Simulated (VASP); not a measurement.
Input:

```
PbTe
1.0
    0.00000     3.28133     3.28133
    3.28133     0.00000     3.28133
    3.28133     3.28133     0.00000
Te Pb
1 1
Direct
  0.50000   0.50000   0.50000
  0.00000   0.00000   0.00000
```

The numbers are results of r2SCAN+rVV10, VASP's PBE PAW potentials (set 64) (plane waves; VASP 6.6.1), not measurements. Run with 520 eV cut-off, 7×7×7 Γ-centred mesh, Gaussian smearing of 0.050 eV, potentials Te Pb_d.

**Question.** Estimate the energy per atom (σ→0), pressure.

**Answer.** 
| Property | Value |
|---|---|
| energy per atom (σ→0) | -41.068 eV/atom |
| pressure | -1.24 GPa |

The absolute energy has meaning only against runs of the same code, potentials and settings.

The compound is PbTe in the rock salt structure. This cell is one point of a volume scan, at 1.03 of the reference volume.
